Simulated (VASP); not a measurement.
An input for Quantum ESPRESSO's pw.x (written as the equivalent of a VASP run, and not itself run):

```
&CONTROL
  calculation = 'vc-relax'
  pseudo_dir = './pseudo'
  outdir = './out'
  tprnfor = .true.
  tstress = .true.
  nstep = 50
  forc_conv_thr = 0.00039
/
&SYSTEM
  ibrav = 0
  nat = 4
  ntyp = 2
  ecutwfc = 84
  occupations = 'smearing'
  smearing = 'gaussian'
  degauss = 0.00735
  input_dft = 'pbe'
/
&ELECTRONS
  conv_thr = 7.3e-08
  electron_maxstep = 100
/
&IONS
/
&CELL
/
ATOMIC_SPECIES
  Ru 101.070 Ru.upf
  P 30.974 P.upf
CELL_PARAMETERS angstrom
     3.8011380    0.0000000    0.0000000
    -1.9005690    3.2918820    0.0000000
     0.0000000    0.0000000    5.2978560
ATOMIC_POSITIONS crystal
  Ru   0.0000000  0.0000000  0.0000000
  Ru   0.0000000  0.0000000  0.5000000
  P    0.3333330  0.6666670  0.2500000
  P    0.6666670  0.3333330  0.7500000
K_POINTS automatic
  8 8 5 0 0 0
```

### Question
Translate this input to VASP (INCAR, KPOINTS, POSCAR, choice of POTCAR).

### Answer
Several could match; the one computed here: 
INCAR:
```
SYSTEM = PRu
LMAXMIX = 4   # l cut-off of mixed one-centre charges
ENCUT = 300
NELM = 100
ISIF = 3   # ions, shape and volume
LWAVE = F
IBRION = 2   # conjugate gradients
ALGO = Normal
LASPH = T
LCHARG = F
SIGMA = 0.1
LREAL = F   # projection in real space or not
EDIFFG = -0.01
EDIFF = 1E-6
PREC = Accurate
ISMEAR = 0   # Gaussian
GGA = PE   # PBE
NSW = 50
```

### POSCAR
```
PRu
1
    3.8011380000     0.0000000000     0.0000000000
   -1.9005690000     3.2918820000     0.0000000000
    0.0000000000     0.0000000000     5.2978560000
Ru P
2 2
Direct
  0.0000000000   0.0000000000   0.0000000000
  0.0000000000   0.0000000000   0.5000000000
  0.3333330000   0.6666670000   0.2500000000
  0.6666670000   0.3333330000   0.7500000000
```

File KPOINTS:
```
Regular mesh
0
gamma
 8 8 5
```

POTCAR, in this order: Ru_pv P (PBE.64 set). Program: vasp_std.

Limits of the translation: the potentials are each code's own (VASP's PAW set, PseudoDojo norm-conserving files in pw.x), so ENCUT and ecutwfc are chosen apart and not converted; conv_thr bounds pw.x's estimated SCF error, while EDIFF bounds the energy change between steps; forc_conv_thr acts on force components and is met together with etot_conv_thr.

The structure was generated: PRu was put into an ordered model structure, which need not be its known phase. This run relaxes it. Symmetry was kept, so distortions that lower it aren't found. The run is one of a series of settings (EDIFFG = -0.01, IBRION = 2, ISIF = 3, NSW = 50 against the base run), some of them coarse on purpose.
